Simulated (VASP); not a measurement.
OSZICAR of a VASP run on AsSi$_{63}$:

**OSZICAR**
```
       N       E                     dE             d eps       ncg     rms          rms(c)
DAV:   1     0.119494428208E+04    0.11949E+04   -0.97086E+04   648   0.114E+03
DAV:   2    -0.188263014413E+03   -0.13832E+04   -0.13259E+04   870   0.205E+02
DAV:   3    -0.328568414377E+03   -0.14031E+03   -0.13560E+03   784   0.597E+01
DAV:   4    -0.333209413387E+03   -0.46410E+01   -0.46081E+01   768   0.130E+01
DAV:   5    -0.333339249557E+03   -0.12984E+00   -0.12937E+00   784   0.223E+00    0.274E+01
RMM:   6    -0.328455469484E+03    0.48838E+01   -0.31111E+00   648   0.266E+00    0.167E+01
RMM:   7    -0.326507687869E+03    0.19478E+01   -0.70477E+00   656   0.418E+00    0.116E+00
RMM:   8    -0.326543727532E+03   -0.36040E-01   -0.64264E-01   648   0.162E+00    0.698E-01
RMM:   9    -0.326565990531E+03   -0.22263E-01   -0.15469E-01   660   0.745E-01    0.608E-01
RMM:  10    -0.326569745110E+03   -0.37546E-02   -0.23984E-02   670   0.309E-01    0.440E-01
RMM:  11    -0.326573202605E+03   -0.34575E-02   -0.15011E-02   648   0.229E-01    0.162E-01
RMM:  12    -0.326573150306E+03    0.52300E-04   -0.24386E-03   657   0.109E-01    0.752E-02
RMM:  13    -0.326573223933E+03   -0.73627E-04   -0.81451E-04   699   0.579E-02    0.105E-01
RMM:  14    -0.326573223541E+03    0.39204E-06   -0.16898E-04   651   0.260E-02    0.168E-01
RMM:  15    -0.326573326947E+03   -0.10341E-03   -0.77771E-04   697   0.477E-02    0.423E-02
RMM:  16    -0.326573339956E+03   -0.13008E-04   -0.12793E-04   642   0.176E-02    0.383E-02
RMM:  17    -0.326573340538E+03   -0.58286E-06   -0.17692E-05   386   0.890E-03
   1 F= -.32657334E+03 E0= -.32654285E+03  d E =-.326573E+03  mag=     1.0000
       N       E                     dE             d eps       ncg     rms          rms(c)
DAV:   1    -0.326944230183E+03   -0.37089E+00   -0.82694E+00   704   0.496E+00    0.128E+00
RMM:   2    -0.326999297642E+03   -0.55067E-01   -0.64703E-01   649   0.149E+00    0.552E-01
RMM:   3    -0.327007229165E+03   -0.79315E-02   -0.11194E-01   666   0.678E-01    0.321E-01
RMM:   4    -0.327007905585E+03   -0.67642E-03   -0.19298E-02   659   0.300E-01    0.183E-01
RMM:   5    -0.327008461882E+03   -0.55630E-03   -0.43441E-03   696   0.138E-01    0.906E-02
RMM:   6    -0.327008657815E+03   -0.19593E-03   -0.10686E-03   688   0.680E-02    0.395E-02
RMM:   7    -0.327008708108E+03   -0.50293E-04   -0.30270E-04   671   0.349E-02    0.145E-02
RMM:   8    -0.327008718611E+03   -0.10503E-04   -0.67677E-05   537   0.167E-02    0.934E-03
RMM:   9    -0.327008721564E+03   -0.29535E-05   -0.16587E-05   411   0.838E-03
   2 F= -.32700872E+03 E0= -.32698740E+03  d E =-.435381E+00  mag=     1.0000
       N       E                     dE             d eps       ncg     rms          rms(c)
DAV:   1    -0.327045741118E+03   -0.37023E-01   -0.17086E+00   704   0.229E+00    0.562E-01
RMM:   2    -0.327056246439E+03   -0.10505E-01   -0.12959E-01   649   0.675E-01    0.246E-01
RMM:   3    -0.327058132129E+03   -0.18857E-02   -0.22767E-02   672   0.306E-01    0.126E-01
RMM:   4    -0.327058171558E+03   -0.39429E-04   -0.34193E-03   661   0.131E-01    0.548E-02
RMM:   5    -0.327058244873E+03   -0.73314E-04   -0.75518E-04   707   0.599E-02    0.273E-02
RMM:   6    -0.327058257974E+03   -0.13101E-04   -0.17898E-04   632   0.275E-02    0.163E-02
RMM:   7    -0.327058262523E+03   -0.45490E-05   -0.43482E-05   465   0.126E-02
   3 F= -.32705826E+03 E0= -.32703843E+03  d E =-.484922E+00  mag=     1.0000
       N       E                     dE             d eps       ncg     rms          rms(c)
DAV:   1    -0.327096840151E+03   -0.38582E-01   -0.12000E+00   704   0.205E+00    0.533E-01
RMM:   2    -0.327103732624E+03   -0.68925E-02   -0.77645E-02   648   0.590E-01    0.209E-01
RMM:   3    -0.327104621622E+03   -0.88900E-03   -0.13193E-02   661   0.270E-01    0.923E-02
RMM:   4    -0.327104758862E+03   -0.13724E-03   -0.22984E-03   683   0.118E-01    0.513E-02
RMM:   5    -0.327104784441E+03   -0.25579E-04   -0.41533E-04   692   0.496E-02    0.159E-02
RMM:   6    -0.327104793752E+03   -0.93115E-05   -0.91526E-05   603   0.220E-02
   4 F= -.32710479E+03 E0= -.32708556E+03  d E =-.465312E-01  mag=     1.0000
       N       E                     dE             d eps       ncg     rms          rms(c)
DAV:   1    -0.327105738050E+03   -0.95361E-03   -0.38902E-02   768   0.369E-01    0.986E-02
RMM:   2    -0.327105969854E+03   -0.23180E-03   -0.25764E-03   648   0.108E-01    0.386E-02
RMM:   3    -0.327106001058E+03   -0.31205E-04   -0.43965E-04   661   0.495E-02    0.170E-02
RMM:   4    -0.327106005935E+03   -0.48762E-05   -0.74835E-05   630   0.216E-02
   5 F= -.32710601E+03 E0= -.32708683E+03  d E =-.477434E-01  mag=     1.0000
       N       E                     dE             d eps       ncg     rms          rms(c)
DAV:   1    -0.327112472607E+03   -0.64715E-02   -0.15518E-01   704   0.747E-01    0.203E-01
RMM:   2    -0.327113289407E+03   -0.81680E-03   -0.95463E-03   648   0.212E-01    0.779E-02
RMM:   3    -0.327113408264E+03   -0.11886E-03   -0.16917E-03   659   0.967E-02    0.371E-02
RMM:   4    -0.327113427309E+03   -0.19045E-04   -0.29288E-04   683   0.422E-02    0.189E-02
RMM:   5    -0.327113432301E+03   -0.49913E-05   -0.59416E-05   546   0.187E-02
   6 F= -.32711343E+03 E0= -.32709437E+03  d E =-.742637E-02  mag=     1.0000
       N       E                     dE             d eps       ncg     rms          rms(c)
DAV:   1    -0.327114322492E+03   -0.89518E-03   -0.44669E-02   720   0.401E-01    0.109E-01
RMM:   2    -0.327114564943E+03   -0.24245E-03   -0.28081E-03   648   0.115E-01    0.417E-02
RMM:   3    -0.327114602292E+03   -0.37350E-04   -0.50259E-04   659   0.528E-02    0.203E-02
RMM:   4    -0.327114608011E+03   -0.57187E-05   -0.85647E-05   655   0.231E-02
   7 F= -.32711461E+03 E0= -.32709561E+03  d E =-.860208E-02  mag=     1.0000
       N       E                     dE             d eps       ncg     rms          rms(c)
DAV:   1    -0.327115978147E+03   -0.13759E-02   -0.42192E-02   704   0.389E-01    0.106E-01
RMM:   2    -0.327116213375E+03   -0.23523E-03   -0.25157E-03   648   0.111E-01    0.414E-02
RMM:   3    -0.327116238894E+03   -0.25519E-04   -0.44649E-04   659   0.508E-02    0.199E-02
RMM:   4    -0.327116243833E+03   -0.49387E-05   -0.86943E-05   654   0.230E-02
   8 F= -.32711624E+03 E0= -.32709752E+03  d E =-.163582E-02  mag=     1.0000
```

Question: Which electronic solver shows in the log?

Answer: It is blocked Davidson (ALGO = Normal, or the opening steps of other solvers) and then RMM-DIIS (ALGO = Fast or VeryFast). The INCAR had ALGO = Fast.

Question: How was spin treated?

Answer: Collinear spin (ISPIN = 2): the summary line carries one mag value, 1.00 μB in the cell.

Question: Can the final energy be trusted as converged?

Answer: Self-consistency was reached. It stopped with EDIFF = 1E-5, NELM = 100, NSW = 60 and EDIFFG = -0.03 after 8 ionic steps (PBE GGA, plane waves, VASP's PBE PAW potentials (set 64)). The cell is charged, with a uniform compensating background. The supercell is sampled at Γ alone, which is coarse: total energies, pressure and levels can be off, energies of defects by several tenths of an eV.

The cell is a supercell with a defect, built from Si (diamond): As_Si, charge -2. The total moment is imposed (NUPDOWN), so this need not be the lowest spin state.
